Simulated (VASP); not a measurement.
Here is the system:

```xyz
2
Lattice="2.9681 0.0000 0.0000 0.0000 2.9681 0.0000 0.0000 0.0000 2.9681" Properties=species:S:1:pos:R:3 pbc="T T T"
Zn     1.4840     1.4840     1.4840
Cu     0.0000     0.0000     0.0000
```

Method: PW91 GGA, VASP's PBE PAW potentials (set 64) (plane waves; VASP). Settings: 520 eV cut-off, Gaussian smearing of 0.050 eV, potentials Zn Cu.

Task: Give the energies of bands 4 to 14 at the high-symmetry points, in eV from the Fermi level.

Result: 
| band | Γ | X | M | R |
|---|---|---|---|---|
| 4 | -7.17 | -7.33 | -7.41 | -6.89 |
| 5 | -7.17 | -7.09 | -6.90 | -6.89 |
| 6 | -7.17 | -5.97 | -4.61 | -4.21 |
| 7 | -3.54 | -5.13 | -3.35 | -4.21 |
| 8 | -3.54 | -3.64 | -2.87 | -4.21 |
| 9 | -2.72 | -3.24 | -2.87 | -2.47 |
| 10 | -2.72 | -3.24 | -2.49 | -2.47 |
| 11 | -2.72 | -2.79 | -1.79 | 3.64 |
| 12 | 6.14 | -2.01 | -1.79 | 4.31 |
| 13 | 6.14 | 11.49 | 1.64 | 4.31 |
| 14 | 6.14 | 11.49 | 2.01 | 4.31 |

It has no gap at this level: it comes out as a metal or semimetal.

The compound is CuZn in the CsCl type structure. It was relaxed first. The electron count is odd and the run is not spin-polarised, which forces a metal.
